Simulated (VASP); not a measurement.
OSZICAR of a VASP run on MnS (space group Fm-3m):

OSZICAR:
```
       N       E                     dE             d eps       ncg     rms          rms(c)
DAV:   1     0.981938545182E+02    0.98194E+02   -0.83423E+03  1793   0.949E+02
DAV:   2    -0.124979654485E+02   -0.11069E+03   -0.10587E+03  1866   0.278E+02
DAV:   3    -0.164400310380E+02   -0.39421E+01   -0.39155E+01  2139   0.584E+01
DAV:   4    -0.164791835624E+02   -0.39153E-01   -0.39142E-01  2076   0.586E+00
DAV:   5    -0.164798559771E+02   -0.67241E-03   -0.67239E-03  2190   0.763E-01    0.127E+01
DAV:   6    -0.155786710666E+02    0.90118E+00   -0.88462E+00  1841   0.397E+01    0.105E+01
DAV:   7    -0.152730220100E+02    0.30565E+00   -0.17236E+00  1763   0.213E+01    0.579E+00
DAV:   8    -0.152680214251E+02    0.50006E-02   -0.70492E-02  1866   0.258E+00    0.320E+00
DAV:   9    -0.152594714287E+02    0.85500E-02   -0.18740E-02  2194   0.154E+00    0.773E-01
DAV:  10    -0.152622471474E+02   -0.27757E-02   -0.62779E-03  1824   0.914E-01    0.215E-01
DAV:  11    -0.152622188055E+02    0.28342E-04   -0.93084E-04  2227   0.260E-01    0.101E-01
DAV:  12    -0.152622301819E+02   -0.11376E-04   -0.12286E-04  1971   0.833E-02    0.614E-02
DAV:  13    -0.152622331798E+02   -0.29978E-05   -0.76249E-06  2130   0.340E-02    0.239E-02
DAV:  14    -0.152622346011E+02   -0.14214E-05   -0.13488E-06  1306   0.117E-02    0.605E-03
DAV:  15    -0.152622345731E+02    0.28065E-07   -0.68904E-08   968   0.248E-03
   1 F= -.15262235E+02 E0= -.15259322E+02  d E =-.582600E-02  mag=     4.0086
```

Question: Which electronic solver shows in the log?

Answer: It is blocked Davidson (ALGO = Normal, or the opening steps of other solvers). The INCAR had ALGO = Normal.

Question: How was spin treated?

Answer: Collinear spin (ISPIN = 2): the summary line carries one mag value, 4.01 μB in the cell.

Question: Can the final energy be trusted as converged?

Answer: The run converged. It stopped with EDIFF = 1E-6, NELM = 100 (LDA (Ceperley-Alder, Perdew-Zunger), plane waves, VASP's LDA PAW potentials (set 64)).   The moments were started parallel, and other spin orders were not tried in this run.

The structure was generated: MnS was put into an ordered model structure, which need not be its known phase. The cell was not relaxed at this level. The run is one of a series of settings (SIGMA = 0.1, KPOINTS 8×8×8 Γ-centred mesh against the base run), some of them coarse on purpose.
